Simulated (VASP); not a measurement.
Here is the system:

```xyz
2
Lattice="3.6203 0.0000 0.0000 0.0000 3.6203 0.0000 0.0000 0.0000 3.6203" Properties=species:S:1:pos:R:3 pbc="T T T"
Hg     0.0000     0.0000     0.0000
Te     1.8102     1.8102     1.8102
```

These are r2SCAN meta-GGA, VASP's PBE PAW potentials (set 64) (plane waves; VASP) values and carry that method's errors. Settings: 400 eV cut-off, 7×7×7 Γ-centred mesh, Gaussian smearing of 0.050 eV, potentials Hg Te.

Energy and stress use the plane-wave basis of the starting cell.

Question: The ions, cell shape and volume are relaxed. Which structure does the run end with?

Answer: 
```xyz
2
Lattice="3.7902 0.0000 0.0000 0.0000 3.7902 0.0000 0.0000 0.0000 3.7902" Properties=species:S:1:pos:R:3 pbc="T T T"
Hg     0.0000     0.0000     0.0000
Te     1.8951     1.8951     1.8951
```
Space group Pm-3m (221), at a tolerance of 0.03 Å.

Question: How do energy and volume change from the first to the last step?

Answer: The energy (σ→0) changes by -92.4 meV/atom and the volume by +14.7 %, in 3 ionic steps.

The structure was generated: HgTe was put into the CsCl type (Pm-3m), which need not be its known phase. This run relaxes it. Symmetry was kept, so distortions that lower it aren't found.
